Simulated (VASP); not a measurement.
A convergence study with VASP on HfC (rock salt): one setting is varied, all else stays as given below, so the limit is that of these other settings. Each run relaxes cell and ions from the cell shown.

```yaml
crystal:
  lattice:
    - [0.00000, 2.32000, 2.32000]
    - [2.32000, 0.00000, 2.32000]
    - [2.32000, 2.32000, 0.00000]
  atoms:
    - { symbol: Hf, position: [0.00000, 0.00000, 0.00000] }
    - { symbol: C, position: [0.50000, 0.50000, 0.50000] }
```

All values below come from PBE GGA, VASP's PBE PAW potentials (set 64) (plane waves; VASP). The tightest run used: 700 eV cut-off, 18×18×18 Γ-centred mesh, first-order Methfessel-Paxton smearing of 0.10 eV, potentials Hf_pv C.

Problem. The settings run are 2×2×2 mesh; 3×3×3 mesh; 4×4×4 mesh; 5×5×5 mesh; 6×6×6 mesh; 7×7×7 mesh; 8×8×8 mesh; 9×9×9 mesh; 10×10×10 mesh; 12×12×12 mesh; 13×13×13 mesh; 14×14×14 mesh; 15×15×15 mesh; 16×16×16 mesh; 17×17×17 mesh; 18×18×18 mesh. From which on does the relaxed volume stay within 0.02 Å³/atom of the tightest run?

Solution. From 6×6×6 mesh on: it is off by 0.003 there and by no more than 0.02 in any finer run, while 5×5×5 mesh is off by 0.039.
```csv
setting,relaxed volume (Å³/atom),E (eV/atom),irreducible k-points,difference judged (Å³/atom)
2×2×2 mesh,12.895,-9.9278,3,0.355
3×3×3 mesh,12.536,-10.4091,4,0.003
4×4×4 mesh,12.465,-10.4876,8,0.075
5×5×5 mesh,12.578,-10.5001,10,0.039
6×6×6 mesh,12.537,-10.5178,16,0.003
7×7×7 mesh,12.544,-10.5200,20,0.004
8×8×8 mesh,12.540,-10.5224,29,0.000
9×9×9 mesh,12.539,-10.5228,35,0.001
10×10×10 mesh,12.538,-10.5232,47,0.002
12×12×12 mesh,12.540,-10.5246,72,0.000
13×13×13 mesh,12.538,-10.5245,84,0.002
14×14×14 mesh,12.536,-10.5243,104,0.004
15×15×15 mesh,12.538,-10.5239,120,0.002
16×16×16 mesh,12.540,-10.5240,145,0.000
17×17×17 mesh,12.540,-10.5244,165,0.000
18×18×18 mesh,12.540,-10.5248,195,0.000
```

Left out are rungs that failed or repeat a setting and relaxations that didn't move; long series are thinned to 24 rows.

The compound is HfC in the rock salt structure.
